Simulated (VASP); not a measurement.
The system is BaZr2O3.

```
Ba Zr O
1.0
     2.76095    1.59403    4.14763
    -2.76095    1.59403    4.14763
     0.00000   -3.18807    4.14763
Ba Zr O
1 2 3
Cartesian
  0.0000 0.0000 0.0000
  0.0000 0.0000 7.3910
  0.0000 0.0000 5.0519
  0.0000 1.5940 4.1476
  -1.3805 -0.7970 4.1476
  1.3805 -0.7970 4.1476
```

The cell was built by a generator and needn't be a form met in nature.

* Program: VASP 6.6.1
* Task: relaxation of cell and atoms
* Functional: PBE
* Potentials or basis: VASP PAW PBE potentials, release 64 (Ba_sv, Zr_sv, O)
* Cutoff: 520 eV
* k mesh: 3 × 3 × 3
* Occupations: gaussian, width 0.15 eV
* Spin: no spin polarisation

At the start: pressure 45.5 GPa; volume 18.25 Å³/atom.

Q: How do energy, volume and symmetry change on relaxing?

A: Over 14 steps the energy falls by 1039.5 meV/atom and the volume is 26.56 Å³/atom (+45.5 %); space group R-3m (No. 166, to 0.05 Å).

The path:
| step | energy change (eV) | largest force (eV/Å) | pressure (GPa) | volume (Å³) |
| --- | --- | --- | --- | --- |
| 1 | 0.0000 | 1.2234 | 45.48 | 109.52 |
| 2 | 0.6007 | 7.6032 | -17.08 | 213.91 |
| 3 | -4.2811 | 6.5035 | -0.16 | 150.47 |
| 4 | -5.8607 | 0.3553 | -5.17 | 173.83 |
| 5 | -5.9366 | 0.9839 | -4.40 | 169.99 |
| 6 | -5.9430 | 1.2501 | -4.18 | 168.70 |
| 7 | -5.9736 | 0.8710 | 5.38 | 153.45 |
| 8 | -6.0911 | 0.2127 | 0.46 | 160.42 |
| 9 | -6.1494 | 0.2894 | 0.35 | 160.19 |
| 10 | -6.2188 | 0.6042 | -0.26 | 159.22 |
| 11 | -6.2301 | 0.2684 | 1.00 | 157.87 |
| 12 | -6.2349 | 0.0311 | 0.55 | 158.35 |
| 13 | -6.2350 | 0.0117 | -0.58 | 160.33 |
| 14 | -6.2369 | 0.0058 | -0.05 | 159.33 |

Final structure:
```
Ba Zr O
1.0
     3.20047    1.84779    4.49043
    -3.20047    1.84779    4.49043
     0.00000   -3.69559    4.49043
Ba Zr O
1 2 3
Cartesian
  0.0000 0.0000 0.0000
  0.0000 0.0000 8.2777
  0.0000 0.0000 5.1936
  0.0000 1.8478 4.4904
  -1.6002 -0.9239 4.4904
  1.6002 -0.9239 4.4904
```

Caveat: the k mesh is coarse (spacing up to 0.47 Å⁻¹), so the values aren't converged; the volume moved by over 15 % at a fixed basis, so the end points are rough.
